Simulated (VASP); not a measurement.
# BN (Qingsongite): a GW gap and what it depends on

How far does the GW correction to the gap of BN (Qingsongite) depend on the settings? The starting structure is a measured crystal structure from the Crystallography Open Database. Cell and atoms stay as given.

Calculated with VASP 6.6.1; GW on LDA orbitals, with plane waves and PAW data sets made for GW.

### Step 1. The structure

It takes space group F-43m (No. 216, cubic). The conventional cell has a = 3.615 Å, b = 3.615 Å, c = 3.615 Å, α = 90.00°, β = 90.00°, γ = 90.00°. N has 4 B at 1.57 Å nearest. B has 4 N at 1.57 Å nearest. Farther neighbours and most contacts between anions are not listed.

Structure file:

```
N B
1.0
     0.00000    1.80750    1.80750
     1.80750    0.00000    1.80750
     1.80750    1.80750    0.00000
N B
1 1
Cartesian
  2.7113 2.7113 2.7113
  0.0000 0.0000 0.0000
```

### Step 2. G0W0 (response cutoff 100 eV, 5×5×5 mesh)

It reads the orbitals and their derivatives (WAVECAR and WAVEDER) of a run with the empty bands, which follows a ground-state run; neither is shown.

Input file INCAR:

```
SYSTEM = BN
PREC = Accurate
ENCUT = 450
ISMEAR = 0
SIGMA = 0.01
LREAL = .FALSE.
GGA = CA
NBANDS = 28
ALGO = EVGW0
NELMGW = 1
ENCUTGW = 100
NOMEGA = 40
PRECFOCK = Fast
NBANDSGW = 12
LWAVE = .FALSE.
LCHARG = .FALSE.
```

Input file POSCAR:

```
BN
1.0
    0.0000000000      1.8075000000      1.8075000000
    1.8075000000      0.0000000000      1.8075000000
    1.8075000000      1.8075000000      0.0000000000
N B
1 1
Direct
    0.7500000000      0.7500000000      0.7500000000
    0.0000000000      0.0000000000      0.0000000000
```

Input file KPOINTS:

```
Automatic mesh
0
Gamma
5 5 5
0 0 0
```

The projector-augmented-wave data sets are N_GW and B_GW (LDA family, release 64).

Launch:

```console
mpirun -np 4 vasp_std
```

Log:

```text
[banner, memory and clock lines left out]
running    4 mpi-ranks, on    1 nodes
 distrk:  each k-point on    4 cores,    1 groups
 distr:  one band on    1 cores,    4 groups

 POSCAR found type information on POSCAR N B
 POSCAR found :  2 types and       2 ions
|                                                                             |
|           W    W    AA    RRRRR   N    N  II  N    N   GGGG   !!!           |
|           W    W   A  A   R    R  NN   N  II  NN   N  G    G  !!!           |
|           W    W  A    A  R    R  N N  N  II  N N  N  G       !!!           |
|           W WW W  AAAAAA  RRRRR   N  N N  II  N  N N  G  GGG   !            |
|           WW  WW  A    A  R   R   N   NN  II  N   NN  G    G                |
|           W    W  A    A  R    R  N    N  II  N    N   GGGG   !!!           |
|                                                                             |
|     The default for ENCUTGWSOFT is different in this version of VASP.       |
|     please manually set ENCUTGWSOFT =100 in the INCAR file.                 |
|                                                                             |

 LDA part: xc-table for (Slater(with rela. corr.)+CA(PZ))
 , standard interpolation
 found WAVECAR, reading the header
 POSCAR, INCAR and KPOINTS ok, starting setup
 FFT: planning ... GRIDC
 FFT: planning ... GRID_SOFT
 FFT: planning ... GRID
 reading WAVECAR
 the WAVECAR file was read successfully
 initial charge from wavefunction
 available memory per node:     66.69 GB, setting MAXMEM to     68288

 The Fermi energy was updated, please check that it is located mid-gap
 values below the HOMO (VB) or above the LUMO (CB) will cause erroneous energies
 E-fermi :   9.8916

 calculate exact exchange contribution
 the WAVEDER file was read successfully
energies w=
    0.000    0.000    1.442    0.000    2.876    0.000    4.294    0.000
    5.689    0.000    7.057    0.000    8.396    0.000    9.704    0.000
   10.985    0.000   12.239    0.000   13.470    0.000   14.685    0.000
   15.887    0.000   17.084    0.000   18.283    0.000   19.489    0.000
   20.713    0.000   21.962    0.000   23.247    0.000   24.579    0.000
   25.972    0.000   27.442    0.000   29.006    0.000   30.687    0.000
   32.513    0.000   34.519    0.000   36.749    0.000   39.260    0.000
   42.130    0.000   45.461    0.000   49.398    0.000   54.146    0.000
   60.010    0.000   67.461    0.000   77.264    0.000   90.753    0.000
  110.474    0.000  141.966    0.000  199.985    0.000  341.384    0.000
 responsefunction array rank=      32
 LDA part: xc-table for (Slater(with rela. corr.)+CA(PZ))
 , standard interpolation

 min. memory requirement per mpi rank     44.4 MB, per node    177.5 MB

 allocating  10 responsefunctions rank=    32
 shmem allocating  40 responsefunctions rank=    32
 response function shared by NCSHMEM nodes    1
 Doing           10  frequencies on each core in blocks of           40
NQ=   1    0.0000    0.0000    0.0000,
|.........|.........|.........|.........|.........|.........|.........|.........
 performed         30000 updates of chi_q(r,r)
 total number of BLAS operations          0.18 Gflops
NQ=   2    0.2000    0.0000    0.0000,
|.........|.........|.........|.........|.........|.........|.........|.........
 performed         89000 updates of chi_q(r,r)
 total number of BLAS operations          0.45 Gflops
NQ=   3    0.4000    0.0000    0.0000,
|.........|.........|.........|.........|.........|.........|.........|.........
 performed        148000 updates of chi_q(r,r)
 total number of BLAS operations          0.83 Gflops
NQ=   4    0.2000    0.2000    0.0000,
|.........|.........|.........|.........|.........|.........|.........|.........
 performed        207000 updates of chi_q(r,r)
 total number of BLAS operations          1.08 Gflops
NQ=   5    0.4000    0.2000    0.0000,
|.........|.........|.........|.........|.........|.........|.........|.........
 performed        298000 updates of chi_q(r,r)
 total number of BLAS operations          1.70 Gflops
NQ=   6   -0.4000    0.2000    0.0000,
|.........|.........|.........|.........|.........|.........|.........|.........
 performed        389000 updates of chi_q(r,r)
 total number of BLAS operations          2.20 Gflops
NQ=   7   -0.2000    0.2000    0.0000,
|.........|.........|.........|.........|.........|.........|.........|.........
 performed        470000 updates of chi_q(r,r)
 total number of BLAS operations          2.63 Gflops
NQ=   8    0.4000    0.4000    0.0000,
|.........|.........|.........|.........|.........|.........|.........|.........
 performed        529000 updates of chi_q(r,r)
 total number of BLAS operations          2.98 Gflops
NQ=   9   -0.4000    0.4000    0.0000,
|.........|.........|.........|.........|.........|.........|.........|.........
 performed        610000 updates of chi_q(r,r)
 total number of BLAS operations          3.42 Gflops
NQ=  10   -0.4000    0.4000    0.2000,
|.........|.........|.........|.........|.........|.........|.........|.........
 performed        712000 updates of chi_q(r,r)
 total number of BLAS operations          4.11 Gflops
 resolving degeneracies of screened two electron integrals

 calculate QP shifts <psi_nk| G(iteration)W_0 |psi_nk>: iteration 1
 entering main loop
```

It took 5.2 s on 4 MPI ranks of AMD EPYC 9R14 (Zen 4), shared host; peak memory 0.34 GiB; 18 s of CPU time.

Lines that name or quote the potential files are left out of all logs, and their timing lines are given in words.

Parts of OUTCAR (step 2):

```text
ion  position               nearest neighbor table
   1  0.750  0.750  0.750-   2 1.57   2 1.57   2 1.57   2 1.57
   2  0.000  0.000  0.000-   1 1.57   1 1.57   1 1.57   1 1.57

  LATTYP: Found a face centered cubic cell.
 ALAT       =     3.6150000000

 Subroutine GETGRP returns: Found 24 space group operations
 (whereof 24 operations were pure point group operations)

The static configuration has the point symmetry T_d .

 Found     10 irreducible k-points:

   k-points           NKPTS =     10   k-points in BZ     NKDIM =    125   number of bands    NBANDS=     28

   dimension x,y,z NGX =    18 NGY =   18 NGZ =   18
   dimension x,y,z NGXF=    36 NGYF=   36 NGZF=   36

   ENCUT  =  450.0 eV  33.07 Ry    5.75 a.u.   4.42  4.42  4.42*2*pi/ulx,y,z

   NELECT =       8.0000    total number of electrons

  energy-cutoff  :      450.00
  volume of cell :       11.81
      direct lattice vectors                 reciprocal lattice vectors
     0.000000000  1.807500000  1.807500000    -0.276625173  0.276625173  0.276625173
     1.807500000  0.000000000  1.807500000     0.276625173 -0.276625173  0.276625173
     1.807500000  1.807500000  0.000000000     0.276625173  0.276625173 -0.276625173

 k-points in reciprocal lattice and weights: Automatic mesh
   0.00000000  0.00000000  0.00000000       0.008
   0.20000000  0.00000000  0.00000000       0.064
   0.40000000  0.00000000  0.00000000       0.064
   0.20000000  0.20000000  0.00000000       0.048
   0.40000000  0.20000000  0.00000000       0.192
  -0.40000000  0.20000000  0.00000000       0.192
  -0.20000000  0.20000000  0.00000000       0.096
   0.40000000  0.40000000  0.00000000       0.048
  -0.40000000  0.40000000  0.00000000       0.096
  -0.40000000  0.40000000  0.20000000       0.192

 E-fermi :   9.8916

 QP shifts <psi_nk| G(iteration)W_0 |psi_nk>: iteration 1
 for sc-GW calculations column KS-energies equals QP-energies in previous step
 and V_xc(KS)=  KS-energies - (<T + V_ion + V_H > + <T+V_H+V_ion>^1  + <V_x>^1)
 k-point   1 :       0.0000    0.0000    0.0000
  band No.  KS-energies  QP-energies   sigma(KS)   V_xc(KS)     V^pw_x(r,r')   Z            occupation Imag(sigma)
      1     -12.5954     -14.3568     -17.6881     -15.4291     -26.3547       0.7797       2.0000       1.5214
      2       7.4776       7.2633     -18.6853     -18.4254     -21.8977       0.8246       2.0000       0.1121
      3       7.4776       7.2633     -18.6853     -18.4254     -21.8977       0.8246       2.0000       0.1121
      4       7.4776       7.2633     -18.6853     -18.4254     -21.8977       0.8246       2.0000       0.1121
      5      16.1579      18.0755     -11.8442     -14.1498      -6.9851       0.8317       0.0000      -0.1385
      6      16.1579      18.0755     -11.8442     -14.1498      -6.9851       0.8317       0.0000      -0.1385
      7      16.1579      18.0755     -11.8442     -14.1498      -6.9851       0.8317       0.0000      -0.1385
      8      17.9116      19.4103     -13.6741     -15.5088      -8.3297       0.8169       0.0000      -0.1731
    ...

 k-point   2 :       0.2000    0.0000    0.0000
  band No.  KS-energies  QP-energies   sigma(KS)   V_xc(KS)     V^pw_x(r,r')   Z            occupation Imag(sigma)
      1     -11.6334     -13.2962     -17.7426     -15.5918     -26.2356       0.7731       2.0000       1.3782
      2       3.5104       2.7898     -17.6670     -16.7786     -21.5146       0.8112       2.0000       0.1547
      3       6.6449       6.3387     -18.3382     -17.9660     -21.6396       0.8230       2.0000       0.1179
      4       6.6449       6.3387     -18.3382     -17.9660     -21.6396       0.8230       2.0000       0.1179
      5      16.8971      18.5718     -12.5977     -14.6234      -7.6400       0.8267       0.0000      -0.1484
      6      17.3367      19.3500     -12.1359     -14.5726      -7.0787       0.8262       0.0000      -0.1512
      7      17.3367      19.3500     -12.1359     -14.5726      -7.0787       0.8262       0.0000      -0.1512
      8      20.2359      22.2477     -13.8078     -16.3135      -8.1563       0.8029       0.0000      -0.2069
    ...

 k-point   3 :       0.4000    0.0000    0.0000
  band No.  KS-energies  QP-energies   sigma(KS)   V_xc(KS)     V^pw_x(r,r')   Z            occupation Imag(sigma)
      1      -9.1242     -10.6110     -18.2221     -16.2748     -26.2635       0.7635       2.0000       1.0305
      2      -2.0131      -3.1722     -16.7354     -15.2457     -21.9190       0.7781       2.0000       0.3071
      3       5.6680       5.2444     -18.1427     -17.6263     -21.6512       0.8204       2.0000       0.1275
      4       5.6680       5.2444     -18.1427     -17.6263     -21.6512       0.8204       2.0000       0.1275
      5      17.5807      19.0851     -12.9291     -14.7528      -7.8704       0.8249       0.0000      -0.1549
      6      18.0476      20.0186     -11.9866     -14.3737      -6.8256       0.8257       0.0000      -0.1574
      7      18.0476      20.0186     -11.9866     -14.3737      -6.8256       0.8257       0.0000      -0.1574
      8      22.2671      24.4189     -13.0392     -15.7502      -6.8694       0.7937       0.0000      -0.2634
    ...

 k-point   4 :       0.2000    0.2000    0.0000
  band No.  KS-energies  QP-energies   sigma(KS)   V_xc(KS)     V^pw_x(r,r')   Z            occupation Imag(sigma)
      1     -11.3152     -12.9597     -17.7640     -15.6460     -26.1954       0.7764       2.0000       1.3339
      2       4.7420       4.0929     -18.3746     -17.5788     -22.1312       0.8158       2.0000       0.1406
      3       5.1933       4.7225     -17.8123     -17.2368     -21.2978       0.8181       2.0000       0.1307
      4       5.1933       4.7225     -17.8123     -17.2368     -21.2978       0.8181       2.0000       0.1307
      5      14.7589      16.3522     -11.7667     -13.6715      -7.0947       0.8365       0.0000      -0.1309
      6      19.4527      21.2193     -13.1112     -15.2846      -7.6622       0.8128       0.0000      -0.1855
      7      19.4713      21.6882     -12.7389     -15.4615      -7.3277       0.8143       0.0000      -0.1811
      8      19.4713      21.6882     -12.7389     -15.4615      -7.3277       0.8143       0.0000      -0.1811
    ...

[... 4 further parts left out ...]
```

G0W0 (response cutoff 100 eV, 5×5×5 mesh): the quasiparticle gap on this mesh is 6.276 eV, +1.447 eV from the LDA gap on the same points, with 28 bands.

### Step 3. G0W0 (response cutoff 160 eV, 5×5×5 mesh)

It reads the orbitals and their derivatives (WAVECAR and WAVEDER) of a run with the empty bands, which follows a ground-state run; neither is shown.

INCAR: that of step 2 with these lines changed.

```diff
@@ -7,6 +7,6 @@
 GGA = CA
-NBANDS = 28
+NBANDS = 56
 ALGO = EVGW0
 NELMGW = 1
-ENCUTGW = 100
+ENCUTGW = 160
 NOMEGA = 40
```

POSCAR is that of step 2.

KPOINTS is that of step 2.

Launch:

```console
mpirun -np 4 vasp_std
```

Log:

```text
[banner, memory and clock lines left out]
running    4 mpi-ranks, on    1 nodes
[...]
|                                                                             |
|           W    W    AA    RRRRR   N    N  II  N    N   GGGG   !!!           |
|           W    W   A  A   R    R  NN   N  II  NN   N  G    G  !!!           |
|           W    W  A    A  R    R  N N  N  II  N N  N  G       !!!           |
|           W WW W  AAAAAA  RRRRR   N  N N  II  N  N N  G  GGG   !            |
|           WW  WW  A    A  R   R   N   NN  II  N   NN  G    G                |
|           W    W  A    A  R    R  N    N  II  N    N   GGGG   !!!           |
|                                                                             |
|     The default for ENCUTGWSOFT is different in this version of VASP.       |
|     please manually set ENCUTGWSOFT =160 in the INCAR file.                 |
|                                                                             |

 LDA part: xc-table for (Slater(with rela. corr.)+CA(PZ))
[...]
total number of BLAS operations         15.91 Gflops
NQ=   6   -0.4000    0.2000    0.0000,
|.........|.........|.........|.........|.........|.........|.........|.........
 performed        808000 updates of chi_q(r,r)
 total number of BLAS operations         20.96 Gflops
NQ=   7   -0.2000    0.2000    0.0000,
|.........|.........|.........|.........|.........|.........|.........|.........
 performed        974000 updates of chi_q(r,r)
 total number of BLAS operations         24.99 Gflops
NQ=   8    0.4000    0.4000    0.0000,
|.........|.........|.........|.........|.........|.........|.........|.........
 performed       1097000 updates of chi_q(r,r)
 total number of BLAS operations         27.65 Gflops
NQ=   9   -0.4000    0.4000    0.0000,
|.........|.........|.........|.........|.........|.........|.........|.........
 performed       1263000 updates of chi_q(r,r)
 total number of BLAS operations         31.82 Gflops
NQ=  10   -0.4000    0.4000    0.2000,
|.........|.........|.........|.........|.........|.........|.........|.........
 performed       1472000 updates of chi_q(r,r)
 total number of BLAS operations         36.35 Gflops
 resolving degeneracies of screened two electron integrals

 calculate QP shifts <psi_nk| G(iteration)W_0 |psi_nk>: iteration 1
 entering main loop
[key lines of the parts left out:]
E-fermi :   9.8916
```

Run time: 8.4 s. Hardware: 4 MPI ranks; peak memory 0.38 GiB.

From OUTCAR (step 3):

```text
 QP shifts <psi_nk| G(iteration)W_0 |psi_nk>: iteration 1
 for sc-GW calculations column KS-energies equals QP-energies in previous step
 and V_xc(KS)=  KS-energies - (<T + V_ion + V_H > + <T+V_H+V_ion>^1  + <V_x>^1)
 k-point   1 :       0.0000    0.0000    0.0000
  band No.  KS-energies  QP-energies   sigma(KS)   V_xc(KS)     V^pw_x(r,r')   Z            occupation Imag(sigma)
      1     -12.5954     -14.6005     -18.0016     -15.4291     -26.3547       0.7795       2.0000       1.5207
      2       7.4776       6.8357     -19.2072     -18.4254     -21.8977       0.8211       2.0000       0.1187
      3       7.4776       6.8357     -19.2072     -18.4254     -21.8977       0.8211       2.0000       0.1187
      4       7.4776       6.8357     -19.2072     -18.4254     -21.8977       0.8211       2.0000       0.1187
      5      16.1579      17.7787     -12.1957     -14.1498      -6.9851       0.8294       0.0000      -0.1358
      6      16.1579      17.7787     -12.1957     -14.1498      -6.9851       0.8294       0.0000      -0.1358
      7      16.1579      17.7787     -12.1957     -14.1498      -6.9851       0.8294       0.0000      -0.1358
      8      17.9116      19.1247     -14.0148     -15.5088      -8.3297       0.8120       0.0000      -0.1697
    ...

[... 1 part as in an earlier step ...]

[... 2 further parts left out ...]
[key lines of the parts left out:]
E-fermi :   9.8916
```

G0W0 (response cutoff 160 eV, 5×5×5 mesh): the quasiparticle gap on this mesh is 6.488 eV, +1.660 eV from the LDA gap on the same points, with 56 bands.

[end of part 1 of 2]

[Lines on the potential files, build, host, timing and source positions are cut from VASP's logs without a mark.]

[Logs are printed without paths, hosts, clocks, repeated set-up lines and the standing remarks that a program may print on its own settings, such as how far it seeks lower states.]

[Hosts, paths, dates, database ids (printed as entryN), source tags and the programs' standing remarks are cut or masked in the printed files.]
